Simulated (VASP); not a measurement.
# ReSbC (P-6m2) in VASP: a series of runs

One crystal, ReSbC, is run at these levels: LDA, LDA+U; tasks: single point.

All numbers are computed with VASP 6.6.1; they aren't measurements. Logs are shortened: lines on timing, memory, paths and dates and some standing lists are left out, and cuts for length are marked.

## Step 1: Starting point

Symmetry: P-6m2, No. 187, hexagonal system. Conventional cell: a = 4.145 Å, b = 4.145 Å, c = 3.006 Å, α = 90.00°, β = 90.00°, γ = 120.00°. Around Re (site symmetry -6m2) lie 6 C at 2.83 Å and 6 Sb at 2.83 Å and 2 Re at 3.01 Å. Around Sb (site symmetry -6m2) lie 3 C at 2.39 Å. C (site symmetry -6m2) has 3 Sb at 2.39 Å as nearest neighbours.

The cell was built by a generator and needn't be a form met in nature.

## Step 2: Single point, LDA

INCAR

```
PREC = Accurate
ENCUT = 520
EDIFF = 1E-7
ISMEAR = -1
SIGMA = 0.05
LREAL = F
LASPH = T
NELM = 80
ALGO = Normal
ISIF = 2
LWAVE = F
LCHARG = T
GGA = CA
LELF = T
LVHAR = T
```

KPOINTS

```
regular mesh
0
Gamma
  8 8 9
```

POSCAR

```
ReSbC
1.0
    4.1447000000      0.0000000000      0.0000000000
   -2.0723500000      3.5894100000      0.0000000000
    0.0000000000      0.0000000000      3.0058900000
Re Sb C
1 1 1
Direct
    0.0000000000      0.0000000000      0.0000000000
    0.6666700000      0.3333300000      0.5000000000
    0.3333300000      0.6666700000      0.5000000000
```

Potentials or basis: VASP PAW LDA potentials, release 64 (Re, Sb, C).

Command:

```console
> cat potpaw_LDA.64/Re/POTCAR potpaw_LDA.64/Sb/POTCAR potpaw_LDA.64/C/POTCAR > POTCAR
> mpirun -np 1 vasp_std > vasp.out
```

OUTCAR:

```text
PREC = Accurate
   ENCUT = 520
   EDIFF = 1E-7
   ISMEAR = -1
   LREAL = F
   LASPH = T
   NELM = 80
   ISIF = 2
   GGA = CA

 ion  position               nearest neighbor table
   1  0.000  0.000  0.000-   2 2.83   2 2.83   2 2.83   2 2.83   2 2.83   2 2.83
   2  0.667  0.333  0.500-   3 2.39   3 2.39   3 2.39   1 2.83   1 2.83   1 2.83   1 2.83   1 2.83
                             1 2.83
   3  0.333  0.667  0.500-   2 2.39   2 2.39   2 2.39

  LATTYP: Found a hexagonal cell.
 ALAT       =     4.1447000000
 C/A-ratio  =     0.7252370497

  Lattice vectors:

 A1 = (   4.1447000000,   0.0000000000,   0.0000000000)
 A2 = (  -2.0723500000,   3.5894100000,   0.0000000000)
 A3 = (   0.0000000000,   0.0000000000,   3.0058900000)

Analysis of symmetry for initial positions (statically):
=====================================================================
 Subroutine PRICEL returns:
 Original cell was already a primitive cell.

 Routine SETGRP: Setting up the symmetry group for a
 hexagonal supercell.

 Subroutine GETGRP returns: Found  4 space group operations
 (whereof  4 operations were pure point group operations)
 out of a pool of 24 trial point group operations.

The static configuration has the point symmetry C_2v.

Analysis of symmetry for dynamics (positions and initial velocities):
=====================================================================
 Subroutine PRICEL returns:
 Original cell was already a primitive cell.

 Routine SETGRP: Setting up the symmetry group for a
 hexagonal supercell.

 Subroutine GETGRP returns: Found  4 space group operations
 (whereof  4 operations were pure point group operations)
 out of a pool of 24 trial point group operations.

The dynamic configuration has the point symmetry C_2v.

 Subroutine INISYM returns: Found  4 space group operations
 (whereof  4 operations are pure point group operations),
 and found     1 'primitive' translations

----------------------------------------------------------------------------------------

                                     Primitive cell

  volume of cell :      44.7187

  direct lattice vectors                    reciprocal lattice vectors
     4.144700000  0.000000000  0.000000000     0.241271986  0.139298659  0.000000000
    -2.072350000  3.589410000  0.000000000     0.000000000  0.278597318  0.000000000
     0.000000000  0.000000000  3.005890000     0.000000000  0.000000000  0.332680171

  length of vectors
     4.144700000  4.144695245  3.005890000     0.278596999  0.278597318  0.332680171

  position of ions in fractional coordinates (direct lattice)
     0.000000000  0.000000000  0.000000000
     0.666670000  0.333330000  0.500000000
     0.333330000  0.666670000  0.500000000

  ion indices of the primitive-cell ions
   primitive index   ion index
                 1           1
                 2           2
                 3           3

----------------------------------------------------------------------------------------

 KPOINTS: regular mesh

Automatic generation of k-mesh.
 Grid dimensions read from file:
 generate k-points for:    8    8    9

 Generating k-lattice:

  Cartesian coordinates                     Fractional coordinates (reciprocal lattice)
     0.030158998  0.017412332  0.000000000     0.125000000  0.000000000  0.000000000
     0.000000000  0.034824665  0.000000000     0.000000000  0.125000000  0.000000000
     0.000000000  0.000000000  0.036964463     0.000000000  0.000000000  0.111111111

  Length of vectors
     0.034824625  0.034824665  0.036964463

  Shift w.r.t. Gamma in fractional coordinates (k-lattice)
     0.000000000  0.000000000  0.000000000

 Subroutine IBZKPT returns following result:
 ===========================================

 Found    105 irreducible k-points:

 Following reciprocal coordinates:
            Coordinates               Weight
  0.000000  0.000000  0.000000      1.000000
  0.125000 -0.000000  0.000000      4.000000
 -0.125000  0.125000  0.000000      2.000000
  0.250000 -0.000000  0.000000      4.000000
 -0.250000  0.250000  0.000000      2.000000
  0.375000 -0.000000  0.000000      4.000000
[... 16 lines left out ...]
  0.125000 -0.000000  0.111111      8.000000
 -0.125000  0.125000  0.111111      4.000000
 [... further k-points ...]
   k-points           NKPTS =    105   k-points in BZ     NKDIM =    105   number of bands    NBANDS=     12
   number of dos      NEDOS =    301   number of ions     NIONS =      3
   total plane-waves  NPLWV =  24576
   dimension x,y,z NGX =    32 NGY =   32 NGZ =   24
   dimension x,y,z NGXF=    64 NGYF=   64 NGZF=   48
   ions per type =               1   1   1
   NGX,Y,Z   is equivalent  to a cutoff of  12.84, 12.84, 13.27 a.u.
   NGXF,Y,Z  is equivalent  to a cutoff of  25.67, 25.67, 26.55 a.u.
 SYSTEM =  unknown system
   PREC   = accura    normal or accurate (medium, high low for compatibility)
   ISTART =      0    job   : 0-new  1-cont  2-samecut
   ICHARG =      2    charge: 1-file 2-atom 10-const
   ISPIN  =      1    spin polarized calculation?
   LNONCOLLINEAR =      F non collinear calculations
   LSORBIT =      F    spin-orbit coupling
   LASPH  =      T    aspherical Exc in radial PAW
   ENCUT  =  520.0 eV  38.22 Ry    6.18 a.u.   7.71  7.71  5.59*2*pi/ulx,y,z
   NELM   =     80;   NELMIN=  2; NELMDL= -5     # of ELM steps
   EDIFF  = 0.1E-06   stopping-criterion for ELM
   LREAL  =      F    real-space projection
   EDIFFG = 0.1E-05   stopping-criterion for IOM
   NSW    =      0    number of steps for IOM
   IBRION =     -1    ionic relax: 0-MD 1-quasi-New 2-CG
   NFREE  =      0    steps in history (QN), initial steepest desc. (CG)
   ISIF   =      2    stress and relaxation
   ISYM   =      2    0-nonsym 1-usesym 2-fastsym
   POTIM  = 0.5000    time-step for ionic-motion
   TEBEG  =    0.0;   TEEND  =   0.0 temperature during run
   PSTRESS=    0.0 pullay stress
   NELECT =      16.0000    total number of electrons
   NUPDOWN=      -1.0000    fix difference up-down
   EMIN   =  10.00;   EMAX   =-10.00  energy-range for DOS
   EFERMI =   0.00;   METHOD = LEGACY
   ISMEAR =    -1;   SIGMA  =   0.05  broadening in eV -4-tet -1-fermi 0-gaus
   EFERMI_NEDOS =   21; number of points for ismear=-14 and -15
   IALGO  =     38    algorithm
   IMIX   =      4    mixing-type and parameters
     AMIX     =   0.40;   BMIX     =  1.00
     AMIX_MAG =   1.60;   BMIX_MAG =  1.00
  volume/ion in A,a.u.               =      14.91       100.59
  Fermi-wavevector in a.u.,A,eV,Ry     =   1.162211  2.196261 18.377865  1.350735
  Thomas-Fermi vector in A             =   2.298775
   LORBIT       =      0    0 simple, 1 ext, 2 COOP (PROOUT), +10 PAW based schemes
   GGA     = CA    functional components
   LHFCALC =     F    Hartree Fock is set to
   AEXX    =    0.0000 exact exchange contribution
   IVDW    =     0    specifies the selected vdW correction
   LEPSILON=     F    determine dielectric tensor
   LRPA    =     F    only Hartree local field effects (RPA)
 non-spin polarized calculation
  energy-cutoff  :      520.00
  volume of cell :       44.72
 maximum number of plane-waves:      1241
   NGX = 15   NGY = 15   NGZ = 11

 number of electron      16.0000001 magnetization

 Free energy of the ion-electron system (eV)
  ---------------------------------------------------
  ext. energy  EPLUGINS =         0.00000000
  ---------------------------------------------------
  free energy    TOTEN  =       -22.04526088 eV

  energy without entropy =      -22.02634938  energy(sigma->0) =      -22.03580513

 E-fermi :   9.2711     XC(G=0): -12.3168

 val. band max:        9.2682647411   @ k =  -0.1250   0.1250   0.0000
 cond. band min:       9.2745839784   @ k =   0.3750   0.2500   0.2222
 fundamental gap:      0.0063192373
 Fermi energy:         9.2710861236

 k-point     1 :       0.0000    0.0000    0.0000
  band No.  band energies     occupation
      1      -5.4996      2.00000
      2       3.1118      2.00000
      3       3.6161      2.00000
      4       3.6163      2.00000
      5       5.4966      2.00000
      6       8.7981      1.99984
      7       8.7985      1.99984
      8       9.1943      1.64582
      9       9.2774      0.93724
     10       9.2774      0.93673
     11      11.8986      0.00000
     12      11.8988      0.00000

 k-point     2 :       0.1250   -0.0000    0.0000
  band No.  band energies     occupation
      1      -5.3165      2.00000
      2       1.7045      2.00000
      3       3.6458      2.00000
      4       4.9642      2.00000
      5       5.4668      2.00000
      6       8.2797      2.00000
      7       8.5286      2.00000
      8       8.5439      2.00000
      9       9.2682      1.02861
     10      10.0684      0.00000
     11      11.8711      0.00000
     12      12.3587      0.00000

 k-point     3 :      -0.1250    0.1250    0.0000
  band No.  band energies     occupation
      1      -5.3165      2.00000
      2       1.7045      2.00000
      3       3.6456      2.00000
      4       4.9642      2.00000
      5       5.4668      2.00000
      6       8.2795      2.00000
      7       8.5286      2.00000
      8       8.5441      2.00000
      9       9.2683      1.02821
     10      10.0684      0.00000
     11      11.8712      0.00000
     12      12.3586      0.00000
[... 286 lines left out ...]
 k-point    23 :       0.1250   -0.0000    0.1111
  band No.  band energies     occupation
      1      -5.1245      2.00000
      2       1.8450      2.00000
      3       3.7975      2.00000
      4       5.0945      2.00000
      5       5.6250      2.00000
      6       7.2772      2.00000
      7       7.7398      2.00000
      8       8.8775      1.99924
      9       9.8509      0.00002
     10       9.9240      0.00000
     11      11.7025      0.00000
     12      12.4055      0.00000

 k-point    24 :      -0.1250    0.1250    0.1111
  band No.  band energies     occupation
      1      -5.1245      2.00000
      2       1.8451      2.00000
      3       3.7973      2.00000
      4       5.0946      2.00000
      5       5.6250      2.00000
      6       7.2771      2.00000
      7       7.7399      2.00000
      8       8.8775      1.99924
      9       9.8509      0.00002
     10       9.9240      0.00000
     11      11.7025      0.00000
     12      12.4055      0.00000

 [... further k-points ...]
[... 5 lines left out ...]
  --------------------------------------------------------------------------------------
  -------------------------------------------------------------------------------------
  Total       -2.5784857     -2.5783695     -2.2654823      0.0000938      0.0000000      0.0000000
  in kB      -92.3817213    -92.3775594    -81.1674693      0.0033595      0.0000000      0.0000000
  external PRESSURE =     -88.6422500 kB  Pullay stress =       0.0000000 kB

 VOLUME and BASIS-vectors are now :
 -----------------------------------------------------------------------------
  energy-cutoff  :      520.00
  volume of cell :       44.72
      direct lattice vectors                 reciprocal lattice vectors
     4.144700000  0.000000000  0.000000000     0.241271986  0.139298659  0.000000000
    -2.072350000  3.589410000  0.000000000     0.000000000  0.278597318  0.000000000
     0.000000000  0.000000000  3.005890000     0.000000000  0.000000000  0.332680171

 POSITION                                       TOTAL-FORCE (eV/Angst)
 -----------------------------------------------------------------------------------
      0.00000      0.00000      0.00000         0.000161     -0.000093      0.000000
      2.07237      1.19646      1.50294        -0.000267      0.000154      0.000000
     -0.00002      2.39295      1.50294         0.000106     -0.000061      0.000000
 -----------------------------------------------------------------------------------
    total drift:                               -0.000001     -0.000003     -0.000000

  FREE ENERGIE OF THE ION-ELECTRON SYSTEM (eV)
  ---------------------------------------------------
  free  energy   TOTEN  =       -22.0452608812 eV

  energy  without entropy=      -22.0263493823  energy(sigma->0) =      -22.03580513
```

It took 22 s on 1 thread of Intel Xeon 6975P-C (Granite Rapids), shared host; peak memory 0.2 GiB.

What came out:

* Free energy: -22.0453 eV
* Pressure: -8.9 GPa
* Band gap on the k mesh: none (metal or under the smearing width)

Stress tensor (GPa, compression positive):
```
-9.24  0.00  0.00
 0.00 -9.24  0.00
 0.00  0.00 -8.12
```

## Step 3: Single point, LDA+U

Changes to INCAR since step 2:

```diff
@@ -12,2 +12,9 @@
 LCHARG = T
+LMAXMIX = 4
+LDAU = T
+LDAUTYPE = 2
+LDAUL = 2 -1 -1
+LDAUU = 2 0 0
+LDAUJ = 0 0 0
+LDAUPRINT = 1
 GGA = CA
```

KPOINTS is that of step 2.

POSCAR is that of step 2.

Potentials or basis: VASP PAW LDA potentials, release 64 (Re, Sb, C).

Command:

```console
> cat potpaw_LDA.64/Re/POTCAR potpaw_LDA.64/Sb/POTCAR potpaw_LDA.64/C/POTCAR > POTCAR
> mpirun -np 1 vasp_std > vasp.out
```

Run time: 23 s. Hardware: 1 thread of Intel Xeon 6975P-C (Granite Rapids), shared host; peak memory 0.21 GiB.

It converged, with:

```yaml
Free_energy: -19.5866 eV
Pressure: -8.7 GPa
Band_gap_on_the_k_mesh: none (metal or under the smearing width)
```

Stress tensor (GPa, compression positive):
```
-8.52  0.00  0.00
 0.00 -8.52  0.00
 0.00  0.00 -9.00
```

Levels at points of the mesh, in eV from the Fermi level:
```
           k point  band 6  band 7  band 8  band 9  band 10  band 11
(0.00, 0.00, 0.00)   -0.48   -0.47   -0.05    0.14     0.14     2.58
(0.50, 0.00, 0.00)   -1.72   -1.49    0.07    0.76     1.97     2.28
(0.50, 0.50, 0.00)   -1.72   -1.49    0.07    0.76     1.97     2.28
```

Eigenvalues of the final occupation matrices:
| site | spin | trace | eigenvalues |
| --- | --- | --- | --- |
| site 1 d | 1 | 2.50 | 0.40 0.40 0.54 0.54 0.62 |
| site 1 d | 2 | 2.50 | 0.40 0.40 0.54 0.54 0.62 |

Caveat: U without spin polarisation on a metal has little footing; the U is typed as a test and isn't derived for this compound.
